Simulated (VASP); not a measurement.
Input:

```
CELL_PARAMETERS angstrom
      4.11111     0.00000     0.00000
     -2.05555     3.56032     0.00000
      0.00000     0.00000     3.96400
ATOMIC_POSITIONS crystal
  Sm 0.00000 0.00000 0.00000
  P  0.66667 0.33333 0.50000
  Pt 0.33333 0.66667 0.50000
```

The numbers are results of PBEsol GGA, VASP's PBE PAW potentials (set 64) (plane waves; VASP 6.6.1), not measurements. Numerical set-up: 400 eV cut-off, 10×10×9 Γ-centred mesh, tetrahedra with Blöchl corrections, potentials Sm_3 P Pt.

The 4f electrons are frozen in the core of the lanthanide potential, so 4f levels, which can set the real gap, and their magnetism are missing.  Unless said otherwise, spin-orbit coupling is left out, though it shifts the bands of the heavy elements here.

Task: Estimate the energy per atom (σ→0), band gap (on the k-mesh) with the smallest direct gap where there is one.

Result: 
The band gap (on the k-mesh) is none (metal, semimetal or under 0.01 eV) and the energy per atom (σ→0) comes out as -7.330 eV/atom.

The absolute energy has meaning only against runs of the same code, potentials and settings.

The structure comes from a computed database's SmPPt entry (P-6m2); how it stands against other phases isn't given here. It was relaxed first.
